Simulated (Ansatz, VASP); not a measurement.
# Na4Ca2ZnSi22O49 (glassy 81SiO2-7Na2O-7CaO-4ZnO (mol %)): VASP beside Ansatz, part 2 of 3

One calculation is typed for both programs; each brings its own data sets. How far apart do they land? Of the first pair: The structure shown is the start of the Ansatz relaxation below; VASP solves that cell, so the two are compared at the walk's first step.

VASP 6.6.1 and Ansatz 0.2.0.

So far: The starting structure; Ansatz: relaxation, PBE.

### 3. VASP: single point, PBE, start cell, pair 1

Level of this step: PBE; plane waves and PAW (Si, Na_pv, Ca_sv, Zn, O) (VASP).

The same cell, functional, mesh and smearing now go to VASP, with its own data sets.

Lines of VASP's logs that name or quote its potential files are left out, and so is its time.

The input, INCAR:

```
SYSTEM = Na4Ca2ZnSi22O49
PREC = Accurate
ENCUT = 520
EDIFF = 1E-06
NELM = 120
ISMEAR = 0
SIGMA = 0.05
LREAL = Auto
ALGO = Normal
GGA = PE
NBANDS = 280
LORBIT = 11
LWAVE = .FALSE.
LCHARG = .FALSE.
ISIF = 2
LASPH = .TRUE.
GGA_COMPAT = .FALSE.
EFERMI = MIDGAP
NCORE = 2
```

The input, POSCAR:

```
Na4Ca2ZnSi22O49
1.0
   10.1442900000      0.0000000000      0.0000000000
    0.0000000000     10.1442900000      0.0000000000
    0.0000000000      0.0000000000     10.1442900000
Si Na Ca Zn O
22 4 2 1 49
Direct
    0.9616345747      0.4283789206      0.0992578091
    0.2211490405      0.4866087227      0.2006153215
    0.7442019106      0.8238920614      0.8279041707
    0.2492732365      0.8419514821      0.5504377339
    0.1162033025      0.3978790039      0.8344891560
    0.6157158362      0.2646513457      0.1759906312
    0.8467620701      0.4139274410      0.5178381139
    0.2331755106      0.1273721473      0.4296209986
    0.4331895086      0.8260509114      0.7973253919
    0.3195196510      0.1905209729      0.1555554898
    0.0229981596      0.1358596807      0.7332105056
    0.8708938723      0.9293701186      0.5675015206
    0.4668241937      0.8090364136      0.3278888912
    0.9545271281      0.1927981160      0.3117418765
    0.5826824746      0.5160735744      0.3690549068
    0.0899027926      0.5826726168      0.6250215639
    0.3031163344      0.4275410108      0.4823107384
    0.6220642352      0.0761709297      0.4309912276
    0.6098307521      0.2688014637      0.6652313765
    0.2257329000      0.9997249684      0.9312233779
    0.7483717441      0.6353623566      0.0516053859
    0.4300350246      0.6695589341      0.0549570251
    0.0393028985      0.7101137684      0.9369211645
    0.7033513435      0.9445905036      0.1612138454
    0.9502094282      0.0425658178      0.0307167875
    0.3859116804      0.5401955189      0.7532217632
    0.0066638473      0.8420204864      0.2513532243
    0.4255300272      0.2320024368      0.8721852392
    0.7513389306      0.1325770458      0.9083040804
    0.6000321363      0.4097970385      0.2418404837
    0.3304814827      0.5694139265      0.1225122704
    0.7411262888      0.0022968586      0.4997589777
    0.9284927777      0.1364018576      0.8476394109
    0.2531079060      0.1162920224      0.0365722983
    0.2609842581      0.3889971600      0.8691983372
    0.4562369569      0.4628515155      0.4564538277
    0.2642176042      0.2730994481      0.4783972067
    0.5845357339      0.6235921883      0.0534192142
    0.2510772070      0.3318418539      0.1823390301
    0.9619401654      0.3122347646      0.1975298419
    0.8332667934      0.5072213038      0.0717842254
    0.2308392209      0.4901870905      0.3533219180
    0.9430724082      0.8533174821      0.4571044400
    0.6365847191      0.1548260154      0.2962849051
    0.7560509410      0.3332613717      0.6340414164
    0.4686478797      0.2326234759      0.1140937414
    0.0765258091      0.5331472188      0.1591437153
    0.7446060789      0.9409727048      0.9286800752
    0.5342808615      0.9367437248      0.3860595468
    0.1335233910      0.7383365420      0.5986914806
    0.3655159701      0.8126739279      0.6528697425
    0.1435093042      0.8858382400      0.0071764510
    0.7998884101      0.7389477233      0.1653442478
    0.5644160409      0.1775580154      0.5303771876
    0.9024978584      0.0683438664      0.2380058141
    0.1528643207      0.0571060173      0.8044624119
    0.3225755573      0.1159864318      0.2925783865
    0.3184254393      0.7971085211      0.4059426535
    0.0356062376      0.3802138937      0.9680914091
    0.7123021917      0.2368425982      0.0623602046
    0.3640570212      0.9571394351      0.8612135497
    0.4991773697      0.3612968478      0.7092364276
    0.6173226515      0.1589071290      0.7782604795
    0.9659522746      0.5144076126      0.5550018779
    0.5872860496      0.8114515654      0.7937470242
    0.9671154906      0.0495056825      0.6205658553
    0.2261962148      0.5067481312      0.5951426862
    0.7906319713      0.6982647381      0.9088659729
    0.0986663433      0.1416363294      0.3667974792
    0.7285280685      0.4937950315      0.4425346673
    0.5425810973      0.6673310798      0.3491718001
    0.0803999097      0.5514235102      0.7768311040
    0.8880365210      0.2939880465      0.4255398850
    0.2384987022      0.0020306990      0.5222445336
    0.8246708247      0.8570042852      0.6959383062
    0.3943893560      0.7174282281      0.9096447361
    0.4374480619      0.7997898325      0.1750147127
    0.0756386105      0.2898182130      0.7164523096
```

The input, KPOINTS:

```
Automatic mesh
0
Gamma
1 1 1
0 0 0
```

The projector-augmented-wave data sets are Si, Na_pv, Ca_sv, Zn and O (PBE family, release 64).

On the command line:

```console
$ mpirun -np 8 vasp_gam
```

Numbers of over 12 decimals in the logs are rounded to 6 here.

The log of the run:

```text
[banner, memory and clock lines left out]
running    8 mpi-ranks, on    1 nodes
[...]
LDA part: xc-table for (Slater+PW92), standard interpolation
 POSCAR, INCAR and KPOINTS ok, starting setup
[...]
entering main loop
       N       E                     dE             d eps       ncg     rms          rms(c)
DAV:   1     0.545650951286E+04    0.54565E+04   -0.24611E+05   560   0.167E+03
DAV:   2     0.817980958114E+02   -0.53747E+04   -0.50916E+04   656   0.448E+02
DAV:   3    -0.618486612500E+03   -0.70028E+03   -0.68892E+03   600   0.184E+02
DAV:   4    -0.655131657541E+03   -0.36645E+02   -0.36160E+02   712   0.465E+01
[...]
DAV:  17    -0.568864135659E+03    0.29921E-05   -0.12078E-04   824   0.526E-02    0.110E-02
DAV:  18    -0.568864139446E+03   -0.37872E-05   -0.46254E-05   648   0.155E-02    0.117E-02
DAV:  19    -0.568864139253E+03    0.19328E-06   -0.26173E-06   480   0.908E-03
   1 F= -.56886414E+03 E0= -.56886414E+03  d E =0.000000E+00
```

From OUTCAR (step 3):

```text
  Total       41.7774760     17.3715919     54.6314496    -11.6252063     -7.8807578      1.3594087
  in kB       64.1191582     26.6615400     83.8471564    -17.8421129    -12.0952151      2.0863908
  external PRESSURE =      58.2092849 kB  Pullay stress =       0.0000000 kB

 POSITION                                       TOTAL-FORCE (eV/Angst)
 -----------------------------------------------------------------------------------
      9.75510      4.34560      1.00690         2.527232     -0.126671     -0.349378
      2.24340      4.93630      2.03510         0.478165     -1.874865     -0.655690
      7.54940      8.35780      8.39850        -1.239877      2.150697     -0.233462
      2.52870      8.54100      5.58380         0.790700     -0.477979     -2.681678
      1.17880      4.03620      8.46530        -2.043724     -0.809154     -1.453225
      6.24600      2.68470      1.78530        -0.871490     -0.361898      1.908906
      8.58980      4.19900      5.25310        -3.104799     -1.261738      0.674370
      2.36540      1.29210      4.35820         2.826529      0.826215     -1.154696
      4.39440      8.37970      8.08830        -0.464476      1.844360      0.433257
      3.24130      1.93270      1.57800         0.490113      2.487126      1.803897
      0.23330      1.37820      7.43790         2.839363      0.971048      1.395693
      8.83460      9.42780      5.75690        -0.320228      2.769319     -1.836732
      4.73560      8.20710      3.32620        -1.970413     -1.550470      1.831440
      9.68300      1.95580      3.16240         0.562754      2.494208      0.437607
[...]
-----------------------------------------------------------------------------------
    total drift:                               -0.011506      0.006116      0.002523

  FREE ENERGIE OF THE ION-ELECTRON SYSTEM (eV)
  ---------------------------------------------------
  free  energy   TOTEN  =      -568.8641392528 eV

  energy  without entropy=     -568.8641392528  energy(sigma->0) =     -568.86413925

[... 3 further parts left out ...]
[key lines of the parts left out:]
E-fermi :   3.7911
```

The run ends at a pressure of 5.82 GPa, with forces up to 5.5 eV/Å.

### 4. Comparison

Known differences besides the potentials themselves: the data sets hold 450 valence electrons in Ansatz (on its default PAW (the set named soft_2) files) and 442 in VASP; the cutoff is 420 eV in Ansatz and 520 eV in VASP (PREC = Accurate, projectors in real space). Total energies have different zeros and are not compared.

Forces on 10 of the 78 atoms, those with the largest forces and the largest differences (eV/Å; atoms numbered as in POSCAR):

```
atom          Ansatz x, y, z            VASP x, y, z
 Si3   -1.234, 2.194, -0.153   -1.240, 2.151, -0.233
Si19   2.464, -1.991, -2.171   2.497, -2.016, -2.244
Si21    -0.837, 3.629, 2.270    -0.877, 3.557, 2.242
Si22     2.298, 2.133, 3.570     2.283, 2.138, 3.586
 O33    -3.283, 0.556, 3.387    -3.276, 0.576, 3.400
 O35    4.083, -0.182, 0.576    4.167, -0.181, 0.597
 O55  -0.757, -2.115, -0.410  -0.807, -2.193, -0.444
 O62    -2.413, 2.320, 0.748    -2.458, 2.405, 0.740
 O69   -5.193, 0.422, -1.575   -5.237, 0.438, -1.590
 O77  -0.524, -0.411, -3.894  -0.530, -0.426, -3.962
```

The forces differ by 28 meV/Å r.m.s., which is 2.0 % of the r.m.s. force of 1.389 eV/Å (both taken over all components).

### 5. Ansatz: relaxation, PBE

This run makes the geometry at which the two programs are then compared. The cell compared in this pair holds 1067.40 Å³, against 1043.91 Å³ for the pair before.

The structure compared here is the end of the Ansatz relaxation.

The input, input.yaml:

```yaml
crystal:
  lattice:
    - [10.14429, 0.0, 0.0]
    - [0.0, 10.14429, 0.0]
    - [0.0, 0.0, 10.14429]
  atoms:
    - { symbol: Si, position: [0.96163, 0.42838, 0.09926] }
    - { symbol: Si, position: [0.22115, 0.48661, 0.20062] }
    - { symbol: Si, position: [0.7442, 0.82389, 0.8279] }
    - { symbol: Si, position: [0.24927, 0.84195, 0.55044] }
    - { symbol: Si, position: [0.1162, 0.39788, 0.83449] }
    - { symbol: Si, position: [0.61572, 0.26465, 0.17599] }
    - { symbol: Si, position: [0.84676, 0.41393, 0.51784] }
    - { symbol: Si, position: [0.23318, 0.12737, 0.42962] }
    - { symbol: Si, position: [0.43319, 0.82605, 0.79733] }
    - { symbol: Si, position: [0.31952, 0.19052, 0.15556] }
    - { symbol: Si, position: [0.023, 0.13586, 0.73321] }
    - { symbol: Si, position: [0.87089, 0.92937, 0.5675] }
    - { symbol: Si, position: [0.46682, 0.80904, 0.32789] }
    - { symbol: Si, position: [0.95453, 0.1928, 0.31174] }
    - { symbol: Si, position: [0.58268, 0.51607, 0.36905] }
    - { symbol: Si, position: [0.0899, 0.58267, 0.62502] }
    - { symbol: Si, position: [0.30312, 0.42754, 0.48231] }
    - { symbol: Si, position: [0.62206, 0.07617, 0.43099] }
    - { symbol: Si, position: [0.60983, 0.2688, 0.66523] }
    - { symbol: Si, position: [0.22573, 0.99972, 0.93122] }
    - { symbol: Si, position: [0.74837, 0.63536, 0.05161] }
    - { symbol: Si, position: [0.43004, 0.66956, 0.05496] }
    - { symbol: Na, position: [0.0393, 0.71011, 0.93692] }
    - { symbol: Na, position: [0.70335, 0.94459, 0.16121] }
    - { symbol: Na, position: [0.95021, 0.04257, 0.03072] }
    - { symbol: Na, position: [0.38591, 0.5402, 0.75322] }
    - { symbol: Ca, position: [0.00666, 0.84202, 0.25135] }
    - { symbol: Ca, position: [0.42553, 0.232, 0.87219] }
    - { symbol: Zn, position: [0.75134, 0.13258, 0.9083] }
    - { symbol: O, position: [0.60003, 0.4098, 0.24184] }
    - { symbol: O, position: [0.33048, 0.56941, 0.12251] }
    - { symbol: O, position: [0.74113, 0.0023, 0.49976] }
    - { symbol: O, position: [0.92849, 0.1364, 0.84764] }
    - { symbol: O, position: [0.25311, 0.11629, 0.03657] }
    - { symbol: O, position: [0.26098, 0.389, 0.8692] }
    - { symbol: O, position: [0.45624, 0.46285, 0.45645] }
    - { symbol: O, position: [0.26422, 0.2731, 0.4784] }
    - { symbol: O, position: [0.58454, 0.62359, 0.05342] }
    - { symbol: O, position: [0.25108, 0.33184, 0.18234] }
    - { symbol: O, position: [0.96194, 0.31223, 0.19753] }
    - { symbol: O, position: [0.83327, 0.50722, 0.07178] }
    - { symbol: O, position: [0.23084, 0.49019, 0.35332] }
    - { symbol: O, position: [0.94307, 0.85332, 0.4571] }
    - { symbol: O, position: [0.63658, 0.15483, 0.29628] }
    - { symbol: O, position: [0.75605, 0.33326, 0.63404] }
    - { symbol: O, position: [0.46865, 0.23262, 0.11409] }
    - { symbol: O, position: [0.07653, 0.53315, 0.15914] }
    - { symbol: O, position: [0.74461, 0.94097, 0.92868] }
    - { symbol: O, position: [0.53428, 0.93674, 0.38606] }
    - { symbol: O, position: [0.13352, 0.73834, 0.59869] }
    - { symbol: O, position: [0.36552, 0.81267, 0.65287] }
    - { symbol: O, position: [0.14351, 0.88584, 0.00718] }
    - { symbol: O, position: [0.79989, 0.73895, 0.16534] }
    - { symbol: O, position: [0.56442, 0.17756, 0.53038] }
    - { symbol: O, position: [0.9025, 0.06834, 0.23801] }
    - { symbol: O, position: [0.15286, 0.05711, 0.80446] }
    - { symbol: O, position: [0.32258, 0.11599, 0.29258] }
    - { symbol: O, position: [0.31843, 0.79711, 0.40594] }
    - { symbol: O, position: [0.03561, 0.38021, 0.96809] }
    - { symbol: O, position: [0.7123, 0.23684, 0.06236] }
    - { symbol: O, position: [0.36406, 0.95714, 0.86121] }
    - { symbol: O, position: [0.49918, 0.3613, 0.70924] }
    - { symbol: O, position: [0.61732, 0.15891, 0.77826] }
    - { symbol: O, position: [0.96595, 0.51441, 0.555] }
    - { symbol: O, position: [0.58729, 0.81145, 0.79375] }
    - { symbol: O, position: [0.96712, 0.04951, 0.62057] }
    - { symbol: O, position: [0.2262, 0.50675, 0.59514] }
    - { symbol: O, position: [0.79063, 0.69826, 0.90887] }
    - { symbol: O, position: [0.09867, 0.14164, 0.3668] }
    - { symbol: O, position: [0.72853, 0.4938, 0.44253] }
    - { symbol: O, position: [0.54258, 0.66733, 0.34917] }
    - { symbol: O, position: [0.0804, 0.55142, 0.77683] }
    - { symbol: O, position: [0.88804, 0.29399, 0.42554] }
    - { symbol: O, position: [0.2385, 0.00203, 0.52224] }
    - { symbol: O, position: [0.82467, 0.857, 0.69594] }
    - { symbol: O, position: [0.39439, 0.71743, 0.90964] }
    - { symbol: O, position: [0.43745, 0.79979, 0.17501] }
    - { symbol: O, position: [0.07564, 0.28982, 0.71645] }
kpoints:
  mp_grid: { grid: [1, 1, 1] }
hamiltonian:
  xc: pbe
scf:
  occupations: { method: gaussian, width: 0.05 }
output:
  forces: true
relax:
  f_tol: 0.05
  max_steps: 150
  cell: {}
```

On the command line:

```console
$ ansatz run input.yaml --threads 4 --pin off --max-ram 8192MiB --backend cpu --events-out ev --progress --plain --runs-dir out
```

The log of the run:

```text
[...]
Crystal: 78 atoms, lattice volume = 1043.915 Å³
Basis set: ecut = 420 eV, 20341 PW (Γ), exchange–correlation on 144×144×144 points (8 copies of the dense FFT grid, shifted against one another)
Bands: 303, of which v1, the nominal top of the filled ones, is band 225 counted from 1 (224 counted from 0)
Symmetry: 1 space group operations
[...]
k-points: 1
[...]
- { symbol: O, position: [0.761591, 0.031108, 0.500906] }
    - { symbol: O, position: [0.933176, 0.137541, 0.894625] }
    - { symbol: O, position: [0.233358, 0.061248, 0.063078] }
    - { symbol: O, position: [0.268317, 0.403412, 0.868397] }
    - { symbol: O, position: [0.480484, 0.451614, 0.464728] }
    - { symbol: O, position: [0.300801, 0.242965, 0.510678] }
[...]
- { symbol: O, position: [0.800333, 0.903295, 0.737747] }
    - { symbol: O, position: [0.390973, 0.715188, 0.930382] }
    - { symbol: O, position: [0.448071, 0.806546, 0.177371] }
    - { symbol: O, position: [0.051214, 0.314567, 0.730955] }
[key lines of the parts left out:]
P = ⅓ Tr σ = 0.0045 GPa (0.045 kbar)
```

(Part 2 of 3 ends here.)

[Lines on the potential files, build, host, timing and source positions are cut from VASP's logs without a mark.]

[Logs are printed without paths, hosts, clocks, repeated set-up lines and the standing remarks that a program may print on its own settings, such as how far it seeks lower states.]

[Hosts, paths, dates, database ids (printed as entryN), source tags and the programs' standing remarks are cut or masked in the printed files.]
